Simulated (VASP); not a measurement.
An input for Ansatz (written as the equivalent of a VASP run, and not itself run):

Ansatz 0.2 input:
```yaml
crystal:
  lattice:
    - [3.6964559, 0.0000000, 0.0000000]
    - [0.0000000, 3.6964559, 0.0000000]
    - [0.0000000, 0.0000000, 3.6964559]
  atoms:
    - { symbol: Ba, position: [0.0000000, 0.0000000, 0.0000000] }
    - { symbol: S, position: [0.5000000, 0.5000000, 0.5000000] }
kpoints:
  mp_grid: { grid: [7, 7, 7] }
hamiltonian:
  xc: pbesol
  pseudopotentials: { kind: paw }
scf:
  occupations: { method: gaussian, width: 0.05 }
  max_iter: 100
relax:
  max_steps: 40
  f_tol: 0.02
  cell: { p_target: 10 }
output: { forces: true, stress: true, eigenvalues: true }
```

**Question.** Translate this input to VASP (INCAR, KPOINTS, POSCAR, choice of POTCAR).

**Answer.** This is not unique; one that fits is 
INCAR:
```
LREAL = F   # projection in real space or not
ENCUT = 500
LASPH = T   # aspherical one-centre terms
PREC = Accurate
LMAXMIX = 4   # l cut-off of mixed one-centre charges
SYSTEM = BaS
ALGO = Normal
LCHARG = F
NSW = 40
IBRION = 2
EDIFFG = -0.02
PSTRESS = 100   # kbar
EDIFF = 1E-6
ISMEAR = 0   # Gaussian
SIGMA = 0.05
ISIF = 3   # ions, shape and volume
LWAVE = F
GGA = PS   # PBEsol
NELM = 100
```

**POSCAR**
```
BaS
1.0
  3.6964559184   0.0000000000   0.0000000000
  0.0000000000   3.6964559184   0.0000000000
  0.0000000000   0.0000000000   3.6964559184
Ba S
1 1
Cartesian
  0.0000000000   0.0000000000   0.0000000000
  1.8482279592   1.8482279592   1.8482279592
```

KPOINTS:
```
kpoints
0
gamma
  7 7 7
0 0 0
```

POTCAR, in this order: Ba_sv S (PBE.64 set). Program: vasp_std.

Limits of the translation: each code has its own PAW files, so the cut-off isn't converted (ENCUT is set for VASP's; basis.ecutwfc is left out, and Ansatz then takes the one that its files recommend); Ansatz stops its SCF on the density residual and VASP on the energy change (EDIFF).

The structure was generated: BaS was put into the CsCl type type (Pm-3m), which need not be its known phase. This run relaxes it under an external pressure of 10 GPa. Symmetry was kept, so distortions that lower it aren't found.
